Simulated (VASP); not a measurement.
These are PBE GGA, VASP's PBE PAW potentials (set 64) (plane waves; VASP 6.6.1) values and carry that method's errors.

Input for VASP

INCAR:
```
ALGO = Fast
EDIFF = 1E-6
ENCUT = 400
GGA = PE
ISMEAR = 0
ISPIN = 2
ISYM = 0
LASPH = .TRUE.
LCHARG = .FALSE.
LHYPERFINE = .TRUE.
LMAXMIX = 4
LORBIT = 11
LREAL = Auto
LWAVE = .TRUE.
MAGMOM = 63*0.0317
NELECT = 254.0
NELM = 100
NELMIN = 4
NUPDOWN = 2
PREC = Normal
SIGMA = 0.05
SYSTEM = BiSi62
```

File POSCAR:
```
BiSi62
10.9370750
  0.9999999726   0.0000000000   0.0000000000
  0.0000000000   0.9999999726   0.0000000000
  0.0000000000   0.0000000000   0.9999999726
Si Bi
62 1
Direct
  0.5002885732   0.0000723128   0.9996866212
  0.6213708112   0.1281841744   0.1280144664
  0.7479615605   0.2520147320   0.0032091432
  0.8717325957   0.3786146424   0.1280461506
  0.7479044712   0.0033778937   0.2519390928
  0.8714989781   0.1284841071   0.3784798874
  0.9993418489   0.0005997979   0.0003624237
  0.1220037357   0.1266568081   0.1265199861
  0.2480602505   0.2503989052   0.0004767636
  0.3726966685   0.3761784049   0.1249676656
  0.4995427145   0.5004531912   0.0009760566
  0.6239197995   0.6271914777   0.1250267641
  0.7496247145   0.7519168616   0.0005778130
  0.8733005046   0.8779917650   0.1265854767
  0.2481744753   0.0004927095   0.2499867673
  0.3726337181   0.1250175302   0.3759084627
  0.4927217955   0.2511105973   0.2510062702
  0.7488116164   0.5071083286   0.2511769421
  0.8749724630   0.6273325777   0.3759953425
  0.4995471807   0.0010775175   0.5003117642
  0.6238126354   0.1249622805   0.6272780765
  0.7485909051   0.2514164992   0.5073222771
  0.8750276038   0.3760641158   0.6273628232
  0.7497771200   0.0005000736   0.7517298538
  0.8732329034   0.1267106344   0.8777291783
  0.9999321429   0.4996796807   0.9997780798
  0.1224164869   0.6262391053   0.1242128445
  0.2499217115   0.7500628653   0.9994523690
  0.3737080191   0.8775933317   0.1241039634
  0.9965934176   0.2520609516   0.2518539737
  0.1237811928   0.3756344375   0.3755500318
  0.2468419056   0.5010654285   0.2486314102
  0.3734440750   0.6265512702   0.3660299502
  0.4989355645   0.7531191555   0.2484768670
  0.6243075076   0.8761548621   0.3755803415
  0.9998463503   0.0001703204   0.4992797046
  0.1224267825   0.1242121677   0.6261634591
  0.2468299101   0.2485999401   0.5009589272
  0.3737279312   0.3660626120   0.6261256618
  0.6340295298   0.6261459758   0.6261033447
  0.7514048001   0.7531596026   0.5009906330
  0.8757517484   0.8776632598   0.6261317250
  0.2498923663   0.9994823790   0.7500044588
  0.3734075882   0.1244560791   0.8774489998
  0.4989126279   0.2486056829   0.7530559363
  0.6243222341   0.3756418351   0.8761404342
  0.7514741399   0.5010483035   0.7531762544
  0.8755980047   0.6265552869   0.8775324175
  0.9994105162   0.7517940698   0.2500018834
  0.1252052722   0.8747580680   0.3752260244
  0.9989209449   0.5004135048   0.5003647054
  0.1257201847   0.6245570578   0.6244709455
  0.2520905321   0.7479008551   0.4986237029
  0.3754124419   0.8742588751   0.6244472736
  0.9995153355   0.2500970000   0.7517334819
  0.1253338189   0.3756005832   0.8744512324
  0.2523424494   0.4988157436   0.7475349085
  0.3754580060   0.6245611440   0.8741217056
  0.5011404746   0.7476370737   0.7474950472
  0.6243889559   0.8745845559   0.8744684636
  0.0005116335   0.7500996580   0.7499582350
  0.1246916913   0.8752881836   0.8752359981
  0.5491120627   0.4509811555   0.4508655366
```

**KPOINTS**
```
Automatic mesh
0
Gamma
1 1 1
0 0 0
```

POTCAR, in this order: Si Bi (PBE.64 set). Program: vasp_gam. Read from the step before: WAVECAR.

Output

**OSZICAR**
```
       N       E                     dE             d eps       ncg     rms          rms(c)
DAV:   1    -0.324777130802E+03   -0.32478E+03   -0.11514E-05   792   0.781E-03    0.399E-03
RMM:   2    -0.324777129659E+03    0.11433E-05   -0.46503E-06   512   0.354E-03    0.123E-03
RMM:   3    -0.324777129687E+03   -0.28289E-07   -0.17153E-06   433   0.200E-03    0.982E-04
RMM:   4    -0.324777129671E+03    0.15832E-07   -0.29411E-07   375   0.991E-04
   1 F= -.32477713E+03 E0= -.32477411E+03  d E =-.604314E-02  mag=     2.0000
```

OUTCAR:
```
------------------------ aborting loop because EDIFF is reached ----------------------------------------
  FORCE on cell =-STRESS in cart. coord.  units (eV):
  Direction    XX          YY          ZZ          XY          YZ          ZX
  --------------------------------------------------------------------------------------
  Total       15.0015274     15.0033431     15.0618952      3.6710062     -3.5732800      3.6118308
  in kB       18.3714115     18.3736352     18.4453401      4.4956466     -4.3759676      4.4231783
  external PRESSURE =      18.3967956 kB  Pullay stress =       0.0000000 kB
  volume of cell :     1308.29
      direct lattice vectors                 reciprocal lattice vectors
    10.937074700  0.000000000  0.000000000     0.091432127  0.000000000  0.000000000
     0.000000000 10.937074700  0.000000000     0.000000000  0.091432127  0.000000000
     0.000000000  0.000000000 10.937074700     0.000000000  0.000000000  0.091432127
 POSITION                                       TOTAL-FORCE (eV/Angst)
 -----------------------------------------------------------------------------------
      5.47169      0.00079     10.93365         0.016610      0.001709      0.000623
      6.79598      1.40196      1.40010         0.004483     -0.000184      0.004310
      8.18051      2.75630      0.03510        -0.006730      0.005848     -0.001094
      9.53420      4.14094      1.40045         0.002231     -0.005543      0.001808
      8.17989      0.03694      2.75548        -0.006245     -0.003692      0.003381
      9.53165      1.40524      4.13946        -0.001794      0.003249     -0.005013
     10.92988      0.00656      0.00396         0.011432     -0.012526     -0.007988
      1.33436      1.38525      1.38376        -0.004728      0.014699      0.010098
      2.71305      2.73863      0.00521         0.004068      0.001049      0.003016
      4.07621      4.11429      1.36678        -0.006093      0.003006     -0.002387
      5.46354      5.47349      0.01068        -0.004622      0.008237      0.001809
      6.82386      6.85964      1.36743        -0.007145      0.007710     -0.005691
      8.19870      8.22377      0.00632        -0.001995     -0.006248     -0.006832
      9.55135      9.60266      1.38447        -0.014316      0.009315      0.009182
      2.71430      0.00539      2.73412         0.003751      0.003544      0.005633
      4.07552      1.36733      4.11134        -0.007359     -0.002717      0.012319
      5.38894      2.74642      2.74527        -0.000426      0.007966      0.001563
      8.18981      5.54628      2.74714        -0.008110      0.003431      0.009548
      9.56964      6.86118      4.11229         0.000406      0.004533      0.006053
      5.46358      0.01178      5.47195        -0.012757     -0.000826      0.010009
      6.82269      1.36672      6.86059        -0.001388     -0.000792      0.001426
      8.18739      2.74976      5.54862        -0.013150      0.008361      0.005700
      9.57024      4.11304      6.86151         0.005493      0.009379      0.001699
      8.20037      0.00547      8.22173        -0.004407     -0.008477     -0.010398
      9.55061      1.38584      9.59979        -0.006328      0.007877      0.008620
     10.93633      5.46503     10.93465        -0.001714     -0.018350      0.000735
      1.33888      6.84922      1.35853         0.005444      0.003981     -0.008205
      2.73341      8.20349     10.93109         0.005844     -0.010458     -0.001133
      4.08727      9.59830      1.35733         0.002419     -0.006145     -0.001574
     10.89982      2.75681      2.75455         0.002407      0.004832      0.004411
      1.35380      4.10834      4.10742        -0.001841      0.000094      0.004656
      2.69973      5.48019      2.71930        -0.005290      0.000338     -0.006407
      4.08439      6.85264      4.00330         0.017763     -0.011365      0.001307
      5.45690      8.23692      2.71761        -0.003225      0.006249      0.001698
      6.82810      9.58257      4.10775         0.000018     -0.000805     -0.000795
     10.93539      0.00186      5.46066         0.000223      0.001520     -0.009945
      1.33899      1.35852      6.84840         0.000698     -0.003887      0.003787
      2.69960      2.71896      5.47903        -0.003246     -0.001731     -0.004360
      4.08749      4.00365      6.84798         0.006672      0.009842     -0.003859
      6.93443      6.84821      6.84774        -0.015492      0.000619      0.003631
      8.21817      8.23736      5.47937         0.001214      0.004479     -0.005563
      9.57816      9.59907      6.84805         0.001853     -0.006996      0.010167
      2.73309     10.93141      8.20285         0.005637     -0.000538     -0.010777
      4.08399      1.36119      9.59673         0.005549     -0.000085     -0.001126
      5.45664      2.71902      8.23623        -0.001058      0.000696      0.006044
      6.82826      4.10842      9.58241        -0.003273      0.004601     -0.004393
      8.21893      5.48000      8.23754        -0.004773     -0.002341      0.001756
      9.57648      6.85268      9.59764        -0.000537      0.003635     -0.003913
     10.93063      8.22243      2.73429         0.004016     -0.007459      0.006320
      1.36938      9.56729      4.10388         0.008221     -0.008926     -0.002889
     10.92527      5.47306      5.47253        -0.002157      0.008612      0.010219
      1.37501      6.83083      6.82989         0.005558     -0.003975     -0.010149
      2.75713      8.17985      5.45348        -0.004324      0.001466      0.006922
      4.10591      9.56183      6.82963         0.004020      0.000409     -0.007535
     10.93177      2.73533      8.22177         0.007547      0.007504     -0.009111
      1.37079      4.10797      9.56394         0.007455     -0.000463     -0.004910
      2.75989      5.45559      8.17585        -0.001056     -0.004031      0.003973
      4.10641      6.83087      9.56033        -0.001134     -0.003058      0.003207
      5.48101      8.17696      8.17541         0.013637     -0.004231     -0.001446
      6.82899      9.56540      9.56413        -0.000732     -0.005741     -0.006306
      0.00560      8.20390      8.20235        -0.004657     -0.002690     -0.006708
      1.36376      9.57309      9.57252        -0.001003     -0.000802     -0.000223
      6.00568      4.93241      4.93115         0.008436     -0.013706     -0.014895
 -----------------------------------------------------------------------------------
    total drift:                               -0.051050      0.044251      0.042332
  FREE ENERGIE OF THE ION-ELECTRON SYSTEM (eV)
  ---------------------------------------------------
  free  energy   TOTEN  =      -324.7771296712 eV

  energy  without entropy=     -324.7710865326  energy(sigma->0) =     -324.77410810

 total charge

# of ion       s       p       d       tot
------------------------------------------
    1        0.744   0.941   0.000   1.685
    2        0.738   0.939   0.000   1.677
    3        0.739   0.947   0.000   1.686
    4        0.738   0.939   0.000   1.677
    5        0.739   0.946   0.000   1.686
    6        0.738   0.939   0.000   1.677
    7        0.739   0.945   0.000   1.684
    8        0.739   0.945   0.000   1.684
    9        0.744   0.942   0.000   1.686
   10        0.740   0.947   0.000   1.686
   11        0.739   0.947   0.000   1.686
   12        0.740   0.947   0.000   1.687
   13        0.744   0.942   0.000   1.686
   14        0.739   0.945   0.000   1.684
   15        0.744   0.942   0.000   1.686
   16        0.740   0.947   0.000   1.686
   17        0.771   0.894   0.000   1.665
   18        0.771   0.894   0.000   1.665
   19        0.740   0.947   0.000   1.686
   20        0.739   0.946   0.000   1.686
   21        0.740   0.947   0.000   1.687
...
```
(Selected blocks of OUTCAR.)

The cell is charged, with a uniform compensating background.  The supercell is sampled at Γ alone, which is coarse: total energies, pressure and levels can be off, energies of defects by several tenths of an eV.

The cell is a supercell with a defect, built from Si (diamond): Bi_Si-vac_Si, charge -1.
